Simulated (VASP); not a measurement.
Calculation: PBE GGA + U (Dudarev), VASP's PBE PAW potentials (set 64) (plane waves; VASP 6.6.1).

VASP input:

File KPOINTS:
```
Automatic mesh
0
Gamma
9 9 9
0 0 0
```

**POSCAR**
```
CoSi2
1
    0.0000000000     2.6535740000     2.7119450000
    2.6229830000     0.0000000000     2.7119450000
    2.6229830000     2.6535740000     0.0000000000
Co Si
1 2
Direct
  0.0000000000   0.0000000000   0.0000000000
  0.2500000000   0.2500000000   0.2500000000
  0.7399360000   0.7600640000   0.7600640000
```

**INCAR**
```
# general
SYSTEM   =CoSi2
PREC     =Accurate
ENCUT    =400
LREAL    =.False.
LASPH    =.True.

# electronic loop
EDIFF    =1E-6
NELM     =100
ALGO     =Normal
LMAXMIX  =4

# smearing
ISMEAR   =1
SIGMA    =0.1

# functional
GGA      =PE

# DFT+U
LDAU     =.True.
LDAUTYPE =2
LDAUL    =2 -1
LDAUU    =1.0 0
LDAUJ    =0 0
LDAUPRINT=1

# ions
ISIF     =2

# output
LWAVE    =.False.
LCHARG   =.False.
LORBIT   =10
```

POTCAR, in this order: Co Si (PBE.64 set). Program: vasp_std.

### Question
Predict the energy per atom (σ→0), pressure, largest force, band gap (on the k-mesh).

### Answer

```json
{
 "energy per atom (σ→0)": "-6.125 eV/atom",
 "band gap (on the k-mesh)": "none (metal, semimetal or under 0.01 eV)",
 "pressure": "23.9 kbar",
 "largest_force": "0.499 eV/Å"
}
```

OSZICAR:
```
...
DAV:   7    -0.183998064103E+02    0.39941E+01   -0.14497E+01  6416   0.988E+01    0.368E+00
DAV:   8    -0.184031117130E+02   -0.33053E-02   -0.83748E-01  5636   0.723E+00    0.171E+00
DAV:   9    -0.183760660468E+02    0.27046E-01   -0.93857E-02  6168   0.659E+00    0.426E-01
DAV:  10    -0.183764089403E+02   -0.34289E-03   -0.60531E-03  6060   0.103E+00    0.102E-01
DAV:  11    -0.183762887655E+02    0.12017E-03   -0.59819E-04  6880   0.503E-01    0.301E-02
DAV:  12    -0.183763047137E+02   -0.15948E-04   -0.52532E-05  5304   0.707E-02    0.160E-02
DAV:  13    -0.183763053677E+02   -0.65397E-06   -0.21713E-06  5412   0.179E-02
   1 F= -.18376305E+02 E0= -.18376100E+02  d E =-.614716E-03
```

The compound is CoSi2 in the fluorite structure. The cell was not relaxed at this level, atoms are displaced from their ideal sites. The run is one of a series of settings (LDAU = .TRUE., LDAUJ = 0 0, LDAUL = 2 -1, LDAUTYPE = 2, LDAUU = 1.0 0 against the base run), some of them coarse on purpose. The run is not spin-polarised, so no magnetic state was tried. The electron count is odd and the run is not spin-polarised, which forces a metal.
